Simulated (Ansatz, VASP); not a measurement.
**Y24S17N12 (V_S hop (3.8 A)) in two plane-wave programs**

Aim: how closely do two programs agree when they are given the same cell, functional and k mesh? The Ansatz run is a path of several images between two structures; VASP solves its first image, and the two are compared there.

Main program and level: Ansatz 0.2.0; plane waves, with VASP 6.6.1 beside it; single point at PBEsol.

### 1. The starting structure

The cell holds 53 atoms: 24 Y, 17 S and 12 N. Its edges and angles: a = 12.778 Å, b = 11.374 Å, c = 9.763 Å, α = 90.0°, β = 128.5°, γ = 90.0°. It derives from Y4S3N2 (Y4S3N2 (C2/m)). Nearest the centre at fractional (0.326, 0.333, 0.216): S29 at 1.87 Å, Y13 at 1.93 Å, Y11 at 2.19 Å, S31 at 3.28 Å, N47 at 3.36 Å, S33 at 3.37 Å, Y7 at 3.53 Å, Y15 at 3.56 Å.

Coordinates:

```xyz
53
Lattice="12.7781 0.0000 -0.0248 0.0000 11.3745 0.0000 -6.0606 0.0000 7.6537" Properties=species:S:1:pos:R:3 pbc="T T T"
Y    -0.6230    1.8970    4.9680
Y     5.7710    0.0010    4.9460
Y     0.9420   11.3687    2.6890
Y     7.3350    1.8970    2.6690
Y     4.6910   11.3736    1.0960
Y    11.0790    1.8960    1.0690
Y    -4.3640    1.9010    6.5440
Y     2.0180   11.3726    6.5440
Y    -0.6080    5.6880    4.9520
Y     5.7640    3.7880    4.9480
Y     0.9360    3.7590    2.6950
Y     7.3220    5.6840    2.6600
Y     4.6970    3.7900    1.0800
Y    11.1090    5.6860    1.0780
Y    -4.3690    5.6880    6.5190
Y     2.0170    3.7950    6.5470
Y    -0.6230    9.4750    4.9670
Y     5.7610    7.5840    4.9460
Y     0.9440    7.6110    2.6910
Y     7.3330    9.4710    2.6700
Y     4.7020    7.5720    1.0730
Y    11.0800    9.4760    1.0650
Y    -4.3640    9.4750    6.5420
Y     2.0210    7.5730    6.5460
S     0.0037    0.0015    0.0009
S     6.3790    1.9110   -0.0065
S    -2.5260   11.3741    6.0010
S     3.8600    1.8910    5.9670
S     2.8590    1.9190    1.6770
S     9.2480   11.3744    1.6530
S    -6.0394    3.7930    7.6528
S     0.3274    5.6870    7.6284
S    -2.5260    3.7930    5.9910
S     3.8720    5.6840    5.9810
S     9.2560    3.7950    1.6530
S     0.0213    7.5820    0.0005
S     6.3770    9.4620   -0.0080
S    -2.5320    7.5820    5.9710
S     3.8650    9.4800    5.9840
S     2.8640    9.4560    1.6740
S     9.2560    7.5790    1.6540
N    -0.3420    1.9010    2.7510
N     6.0510   11.3735    2.7350
N     0.6610   11.3736    4.8940
N     7.0580    1.8960    4.8750
N    -0.2940    5.6850    2.7400
N     6.0350    3.7960    2.7380
N     0.6660    3.7840    4.8910
N     7.0580    5.6890    4.8670
N    -0.3400    9.4690    2.7490
N     6.0320    7.5740    2.7350
N     0.6710    7.5870    4.8900
N     7.0570    9.4780    4.8740
```

### 2. Ansatz: path of images, PBEsol

Ansatz runs on its default PAW (the set named soft_2) files.

A single point gives forces, pressure and levels at one fixed geometry, so differences don't come from the geometry; what else differs is listed under the comparison.

The input, input.yaml:

```yaml
crystal:
  lattice:
    - [12.77813411, 0.0, -0.02476517]
    - [0.0, 11.37446657, 0.0]
    - [-6.06062451, 0.0, 7.65368011]
  atoms:
    - { symbol: "Y", position: [0.25949858, 0.16673431, 0.64998046] }
    - { symbol: "Y", position: [0.75925204, 8.549e-05, 0.64864273] }
    - { symbol: "Y", position: [0.24071307, -0.00050728, 0.35209782] }
    - { symbol: "Y", position: [0.74052385, 0.16675948, 0.35112097] }
    - { symbol: "Y", position: [0.43571436, -7.699e-05, 0.14465392] }
    - { symbol: "Y", position: [0.93472332, 0.16671909, 0.14273555] }
    - { symbol: "Y", position: [0.06413627, 0.16710953, 0.85528621] }
    - { symbol: "Y", position: [0.5643178, -0.00016363, 0.85681115] }
    - { symbol: S, position: [0.00034563, 0.00013042, 0.00011777] }
    - { symbol: S, position: [0.49961343, 0.16804999, 0.0007651] }
    - { symbol: S, position: [0.17444214, -2.881e-05, 0.78459476] }
    - { symbol: S, position: [0.67292023, 0.16620997, 0.78181747] }
    - { symbol: S, position: [0.32814533, 0.16870285, 0.22012549] }
    - { symbol: S, position: [0.82743611, -8.96e-06, 0.21865651] }
    - { symbol: "N", position: [0.14393964, 0.16712447, 0.35986397] }
    - { symbol: "N", position: [0.64408284, -8.477e-05, 0.35948212] }
    - { symbol: "N", position: [0.35554796, -7.494e-05, 0.64053971] }
    - { symbol: "N", position: [0.85576163, 0.16666403, 0.63966283] }
    - { symbol: "Y", position: [0.25971015, 0.50010663, 0.64786992] }
    - { symbol: "Y", position: [0.75883532, 0.33303589, 0.64887838] }
    - { symbol: "Y", position: [0.24061363, 0.33051156, 0.35283262] }
    - { symbol: "Y", position: [0.73899292, 0.49971484, 0.34993037] }
    - { symbol: "Y", position: [0.43518485, 0.33321558, 0.14254425] }
    - { symbol: "Y", position: [0.93758415, 0.49988817, 0.14387446] }
    - { symbol: "Y", position: [0.06217126, 0.50009324, 0.85198533] }
    - { symbol: "Y", position: [0.56443748, 0.33361688, 0.85724477] }
    - { symbol: S, position: [0.001605, 0.3334546, -0.00011123] }
    - { symbol: S, position: [0.49909935, 0.49993582, -0.00168726] }
    - { symbol: S, position: [0.17388941, 0.33344325, 0.78335023] }
    - { symbol: S, position: [0.67469724, 0.49971372, 0.78362843] }
    - { symbol: S, position: [0.8280508, 0.33360883, 0.21866043] }
    - { symbol: "N", position: [0.14704624, 0.49984049, 0.35850928] }
    - { symbol: "N", position: [0.64296645, 0.3337174, 0.35987611] }
    - { symbol: "N", position: [0.35577094, 0.3326862, 0.64023581] }
    - { symbol: "N", position: [0.85532607, 0.5001777, 0.63872462] }
    - { symbol: "Y", position: [0.25943651, 0.83297678, 0.64980249] }
    - { symbol: "Y", position: [0.75851642, 0.66672232, 0.64870047] }
    - { symbol: "Y", position: [0.24102406, 0.6691239, 0.35242966] }
    - { symbol: "Y", position: [0.74043427, 0.83268906, 0.35122917] }
    - { symbol: "Y", position: [0.43516461, 0.66566737, 0.1416154] }
    - { symbol: "Y", position: [0.93455533, 0.83305506, 0.14218592] }
    - { symbol: "Y", position: [0.0640104, 0.83304412, 0.85499653] }
    - { symbol: "Y", position: [0.56463377, 0.665817, 0.85707314] }
    - { symbol: S, position: [0.00170288, 0.66653869, 7.353e-05] }
    - { symbol: S, position: [0.49929107, 0.83187882, 0.00057217] }
    - { symbol: S, position: [0.17211171, 0.66655099, 0.78069232] }
    - { symbol: S, position: [0.67438689, 0.83348712, 0.78407368] }
    - { symbol: S, position: [0.32843437, 0.83136125, 0.21984502] }
    - { symbol: S, position: [0.8281184, 0.66629826, 0.21882349] }
    - { symbol: "N", position: [0.14394119, 0.83244987, 0.35959775] }
    - { symbol: "N", position: [0.64256688, 0.66592054, 0.35943938] }
    - { symbol: "N", position: [0.35608528, 0.66706375, 0.64009087] }
    - { symbol: "N", position: [0.85561142, 0.83329801, 0.63952245] }
basis:
  ecutwfc: 420
  xc_grid: 2
hamiltonian:
  xc: pbesol
kpoints:
  mp_grid: { grid: [1, 1, 1], shift: [0.25, 0.25, 0.25] }
scf:
  occupations: { method: fixed }
  max_iter: 100
output:
  forces: true
neb:
  images: 5
  f_tol: 0.04
  climbing: true
  initial_path: idpp
  max_iterations: 45
  order_check: false
  final_atoms:
    - { symbol: "Y", position: [0.25975025, 0.16637802, 0.64775818] }
    - { symbol: "Y", position: [0.75874106, -0.00067386, 0.64873218] }
    - { symbol: "Y", position: [0.24067326, -0.00315374, 0.35270362] }
    - { symbol: "Y", position: [0.73897521, 0.16595999, 0.34985391] }
    - { symbol: "Y", position: [0.43504551, -0.00059446, 0.14232029] }
    - { symbol: "Y", position: [0.93755517, 0.16622267, 0.1438972] }
    - { symbol: "Y", position: [0.06211417, 0.16632899, 0.85201459] }
    - { symbol: "Y", position: [0.56444719, -0.00013108, 0.85716195] }
    - { symbol: S, position: [0.00156303, -0.00029008, -0.00024446] }
    - { symbol: S, position: [0.49910538, 0.16626223, -0.00176833] }
    - { symbol: S, position: [0.17363037, -0.00034146, 0.78293079] }
    - { symbol: S, position: [0.67474874, 0.1660627, 0.78363175] }
    - { symbol: S, position: [0.32822004, 0.49771148, 0.21954245] }
    - { symbol: S, position: [0.82817116, -0.00014438, 0.21879015] }
    - { symbol: "N", position: [0.14709194, 0.16614934, 0.35838075] }
    - { symbol: "N", position: [0.64282793, -5.342e-05, 0.35973352] }
    - { symbol: "N", position: [0.35578188, -0.00104144, 0.64008668] }
    - { symbol: "N", position: [0.85530685, 0.16643318, 0.6386201] }
    - { symbol: "Y", position: [0.25937082, 0.4992194, 0.64973685] }
    - { symbol: "Y", position: [0.75856177, 0.33299982, 0.64864134] }
    - { symbol: "Y", position: [0.2409684, 0.33544721, 0.3523381] }
    - { symbol: "Y", position: [0.74043884, 0.49896157, 0.35113421] }
    - { symbol: "Y", position: [0.43520203, 0.33184973, 0.14157251] }
    - { symbol: "Y", position: [0.93449348, 0.49939864, 0.14210138] }
    - { symbol: "Y", position: [0.06404605, 0.49926932, 0.85498221] }
    - { symbol: "Y", position: [0.56463807, 0.33205978, 0.85703175] }
    - { symbol: S, position: [0.00158692, 0.33284821, -3.114e-05] }
    - { symbol: S, position: [0.49929705, 0.49818874, 0.00051606] }
    - { symbol: S, position: [0.17236818, 0.33272946, 0.78112053] }
    - { symbol: S, position: [0.67417919, 0.4997844, 0.78372612] }
    - { symbol: S, position: [0.82813002, 0.33255463, 0.21878429] }
    - { symbol: "N", position: [0.1438427, 0.49876768, 0.35950507] }
    - { symbol: "N", position: [0.64259281, 0.33216871, 0.35939928] }
    - { symbol: "N", position: [0.35603802, 0.33332137, 0.63998184] }
    - { symbol: "N", position: [0.85564023, 0.49959155, 0.6394582] }
    - { symbol: "Y", position: [0.25948597, 0.83300657, 0.64986306] }
    - { symbol: "Y", position: [0.75929834, 0.66631589, 0.6486191] }
    - { symbol: "Y", position: [0.24066282, 0.66574421, 0.35205758] }
    - { symbol: "Y", position: [0.74042229, 0.83305387, 0.35100903] }
    - { symbol: "Y", position: [0.43570844, 0.66615537, 0.14458082] }
    - { symbol: "Y", position: [0.93474348, 0.83302786, 0.14263166] }
    - { symbol: "Y", position: [0.064089, 0.83339076, 0.85501762] }
    - { symbol: "Y", position: [0.56430049, 0.66601861, 0.85679751] }
    - { symbol: S, position: [0.00036278, 0.66638223, 3.72e-05] }
    - { symbol: S, position: [0.49955334, 0.83439884, 0.00065426] }
    - { symbol: S, position: [0.17434401, 0.66619282, 0.78432226] }
    - { symbol: S, position: [0.67305444, 0.83248129, 0.78201857] }
    - { symbol: S, position: [0.32794527, 0.83497976, 0.21980231] }
    - { symbol: S, position: [0.82735246, 0.66628946, 0.21851774] }
    - { symbol: "N", position: [0.14395463, 0.83342975, 0.35975914] }
    - { symbol: "N", position: [0.64404517, 0.66616132, 0.35941139] }
    - { symbol: "N", position: [0.35551211, 0.66612337, 0.64054417] }
    - { symbol: "N", position: [0.85566126, 0.83296753, 0.63950939] }
```

Launch:

```sh
$ ansatz run input.yaml --threads 32 --pin off --max-ram 84787MiB --backend cuda --events-out ev --progress --plain --runs-dir out --max-vram 78GiB
```

Numbers of over 12 decimals in the logs are rounded to 6 here.

What it wrote:

```text
Warning: neb: disabling space-group detection — the band's intermediate images generally break the endpoint symmetry, so the full k-mesh is solved, and no spatial operation symmetrises the density, ex [...]
Engine: ansatz 0.2.0, aarch64-unknown-linux-gnu
[...]
Pseudopotential: Y, paw, valence charge 11, recommended cutoff 420 eV (normal), Y.paw.azcp
Pseudopotential: S, paw, valence charge 6, recommended cutoff 420 eV (normal), S.paw.azcp
Pseudopotential: N, paw, valence charge 5, recommended cutoff 420 eV (normal), N.paw.azcp
Functional definition: PBEsol
[...]
Crystal: 53 atoms, lattice volume = 1110.713 Å³
Basis set: ecut = 420 eV, 21699 PW (Γ), exchange–correlation on 180×160×144 points (8 copies of the dense FFT grid, shifted against one another)
Bands: 266, of which v1, the nominal top of the filled ones, is band 213 counted from 1 (212 counted from 0)
[...]
Functional: x = pbesol(κ = 0.804, μ = 0.123457), c = pbesol(β = 0.046)
SCF iter   1: F=—  HF=-110772.009783 eV  |F-HF|=—  |Δ(HF+E_count)|=         —  Δρ=8.33e-3  dr2=1.73e0  ethr=1.77e-3  ⟨swp⟩=4.0  Hψ=861  notcnv=0  defer=51
[...]
SCF iter   2: F=—  HF=-110771.692917 eV  |F-HF|=—  |Δ(HF+E_count)|=   3.17e-1  Δρ=3.47e-3  dr2=3.72e-1  ethr=4.05e-4  ⟨swp⟩=2.0  Hψ=386  notcnv=0  defer=51
[...]
SCF iter  11: F=-110771.602470 eV  HF=-110771.602471 eV  |F-HF|=5.43e-8  |Δ(HF+E_count)|=   4.12e-8  Δρ=2.21e-6  dr2=7.55e-8  ethr=2.35e-11  ⟨swp⟩=4.0  Hψ=704  notcnv=0
SCF 1 converged in 11 iterations: F = -110771.602470 eV  dr2 = 7.55e-8
[...]
SCF 12 converged in 12 iterations: F = -110770.673393 eV  dr2 = 2.66e-8
[...]
SCF 51 converged in 10 iterations: F = -110769.737381 eV  dr2 = 1.60e-8
[...]
SCF 66 converged in 6 iterations: F = -110769.294527 eV  dr2 = 4.03e-8
[...]
SCF converged after 6 iterations
[...]
```

### 3. VASP: single point, PBEsol

The same cell, functional and mesh now go to VASP, with its own data sets.

Lines of VASP's logs that name or quote its potential files are left out, and so is its time.

The input, INCAR:

```
SYSTEM = Y24S17N12
PREC = Accurate
ENCUT = 520
EDIFF = 1E-06
NELM = 120
ISMEAR = 0
SIGMA = 0.01
LREAL = Auto
ALGO = Normal
GGA = PS
NBANDS = 256
LASPH = .TRUE.
LORBIT = 11
LWAVE = .FALSE.
LCHARG = .FALSE.
ISIF = 2
ISYM = 0
GGA_COMPAT = .FALSE.
EFERMI = MIDGAP
NCORE = 2
```

The input, POSCAR:

```
Y24S17N12
1.0
   12.7781341141      0.0000000000     -0.0247651741
    0.0000000000     11.3744665691      0.0000000000
   -6.0606245121      0.0000000000      7.6536801086
Y S N
24 17 12
Direct
    0.2595087404      0.1667770518      0.6499392068
    0.7592984748      0.0000854546      0.6486819528
    0.2407257367      0.9994927235      0.3521131765
    0.7405612221      0.1667770518      0.3511173827
    0.4356989929      0.9999229854      0.1446088869
    0.9347081286      0.1666891356      0.1426958266
    0.0641074112      0.1671287166      0.8552209575
    0.5643220276      0.9998364758      0.8568395125
    0.2596913853      0.5000674067      0.6478493002
    0.7588739520      0.3330266063      0.6489418914
    0.2406278528      0.3304770362      0.3528967964
    0.7389837106      0.4997157419      0.3499363734
    0.4351762270      0.3332024387      0.1425166978
    0.9376180827      0.4998915743      0.1438811473
    0.0621638918      0.5000674067      0.8519482663
    0.5644298436      0.3336420198      0.8572318297
    0.2594466754      0.8330060968      0.6498083499
    0.7585146851      0.6667565423      0.6486794167
    0.2410066246      0.6691302800      0.3523753976
    0.7404665292      0.8326544320      0.3512477324
    0.4351336670      0.6657015478      0.1416019674
    0.9345382476      0.8330940130      0.1421726525
    0.0639832813      0.8330060968      0.8549592437
    0.5646812945      0.6657894640      0.8571019872
    0.0003454262      0.0001301160      0.0001177936
    0.4995748158      0.1680078787      0.0007646070
    0.1744666803      0.9999711635      0.7846317866
    0.6728846031      0.1662495545      0.7818022206
    0.3281684671      0.1687112084      0.2201721427
    0.8274421767      0.9999910325      0.2186519068
    0.0016063344      0.3334661874      0.9998887831
    0.4991146461      0.4999794905      0.9983093964
    0.1738460304      0.3334661874      0.7833232174
    0.6746940606      0.4997157419      0.7836372609
    0.8280692085      0.3336420198      0.2186539357
    0.0017018080      0.6665807099      0.0000735784
    0.4993268223      0.8318631861      0.0005717401
    0.1721344569      0.6665807099      0.7807045572
    0.6743316027      0.8334456779      0.7840280564
    0.3283741671      0.8313356888      0.2197808400
    0.8281312735      0.6663169612      0.2187847926
    0.1439351622      0.1671287166      0.3599006674
    0.6440189076      0.9999152488      0.3594283013
    0.3555545350      0.9999250954      0.6405814328
    0.8557656013      0.1666891356      0.6397175104
    0.1470146382      0.4998036581      0.3584734146
    0.6429510390      0.3337299360      0.3598168143
    0.3557602350      0.3326749415      0.6401901301
    0.8552690815      0.5001553229      0.6386706549
    0.1439677902      0.8324785995      0.3596394608
    0.6425297071      0.6658773802      0.3594234827
    0.3560900648      0.6670202909      0.6400605412
    0.8556251574      0.8332698454      0.6395863998
```

The input, KPOINTS:

```
Points of the shifted mesh
1
Reciprocal
 0.2500000000  0.2500000000  0.2500000000 1
```

PAW data sets: Y_sv, S and N (PBE family, release 64).

Launch:

```sh
$ mpirun -np 8 vasp_std
```

What it wrote:

```text
[banner, memory and clock lines left out]
running    8 mpi-ranks, on    1 nodes
[...]
|                                                                             |
|               ----> ADVICE to this user running VASP <----                  |
|                                                                             |
|     You enforced a specific xc type in the INCAR file but a different       |
|     [... a line on the potential file left out ...]
|     I HOPE YOU KNOW WHAT YOU ARE DOING!                                     |
|                                                                             |

 LDA part: xc-table for (Slater+PW92), standard interpolation
 POSCAR, INCAR and KPOINTS ok, starting setup
[...]
entering main loop
       N       E                     dE             d eps       ncg     rms          rms(c)
DAV:   1     0.319671022525E+04    0.31967E+04   -0.20461E+05   512   0.159E+03
DAV:   2    -0.120847249011E+03   -0.33176E+04   -0.31658E+04   600   0.414E+02
DAV:   3    -0.487772049211E+03   -0.36692E+03   -0.36383E+03   680   0.108E+02
DAV:   4    -0.520475606845E+03   -0.32704E+02   -0.32640E+02   856   0.264E+01
[...]
DAV:  17    -0.446234613582E+03   -0.41254E-05   -0.11592E-05   520   0.576E-03    0.107E-02
DAV:  18    -0.446234615339E+03   -0.17575E-05   -0.44135E-06   480   0.409E-03    0.585E-03
DAV:  19    -0.446234615440E+03   -0.10124E-06   -0.15343E-06   376   0.248E-03
   1 F= -.44623462E+03 E0= -.44623462E+03  d E =-.244033E-49
```

From OUTCAR (step 3):

```text
  Total       -2.9668714     -2.2539457     -1.3527293     -0.1741774      0.0556006     -1.8538298
  in kB       -4.2796429     -3.2512642     -1.9512806     -0.2512469      0.0802026     -2.6741063
  external PRESSURE =      -3.1607292 kB  Pullay stress =       0.0000000 kB

 POSITION                                       TOTAL-FORCE (eV/Angst)
 -----------------------------------------------------------------------------------
     -0.62300      1.89700      4.96800        -0.007800     -0.005429      0.012581
      5.77100      0.00097      4.94600        -0.003765     -0.001901     -0.003288
      0.94200     11.36870      2.68900        -0.000376     -0.003106     -0.004164
      7.33500      1.89700      2.66900        -0.014657      0.002759     -0.001355
      4.69100     11.37359      1.09600        -0.011537     -0.005023     -0.004496
     11.07900      1.89600      1.06900        -0.004587      0.002592     -0.008223
     -4.36400      1.90100      6.54400         0.010563     -0.003546      0.017171
      2.01800     11.37261      6.54400         0.009063     -0.005692      0.007120
     -0.60800      5.68800      4.95200         0.003179      0.012193      0.006264
      5.76400      3.78800      4.94800        -0.001484      0.004507     -0.007875
      0.93600      3.75900      2.69500         0.012268      0.006682     -0.017698
      7.32200      5.68400      2.66000         0.000115     -0.000458     -0.004627
      4.69700      3.79000      1.08000        -0.007454     -0.003944     -0.010899
     11.10900      5.68600      1.07800        -0.013149      0.006231     -0.010865
[...]
-----------------------------------------------------------------------------------
    total drift:                               -0.002042     -0.000817      0.004241

  FREE ENERGIE OF THE ION-ELECTRON SYSTEM (eV)
  ---------------------------------------------------
  free  energy   TOTEN  =      -446.2346154405 eV

  energy  without entropy=     -446.2346154405  energy(sigma->0) =     -446.23461544

[... 2 further parts left out ...]
[key lines of the parts left out:]
E-fermi :   4.3826
```

The run ends at a pressure of -0.32 GPa, with forces up to 0.026 eV/Å.

### 4. Differences

Known differences besides the potentials themselves: fixed occupations in Ansatz, narrow Gaussian smearing in VASP; the cutoff is 420 eV in Ansatz and 520 eV in VASP (PREC = Accurate, projectors in real space); Ansatz makes its cores anew for this functional, VASP keeps those of its PBE data sets. Total energies have different zeros and are not compared.

At this near-relaxed geometry the largest component of a force difference is 17 meV/Å.

### 5. Results

```json
{"r.m.s. force difference (single point, PBEsol)": "6.0 meV/Å"}
```

The r.m.s. force difference is 6.0 meV/Å (single point, PBEsol), within the 12 meV/Å picked in this series as the mark of a large difference. Such differences can come from data sets, numerical settings and the points named under the comparisons, not from the functional's error against experiment.

[Lines on the potential files, build, host, timing and source positions are cut from VASP's logs without a mark.]

[Logs are printed without paths, hosts, clocks, repeated set-up lines and the standing remarks that a program may print on its own settings, such as how far it seeks lower states.]

[Hosts, paths, dates, database ids (printed as entryN), source tags and the programs' standing remarks are cut or masked in the printed files.]
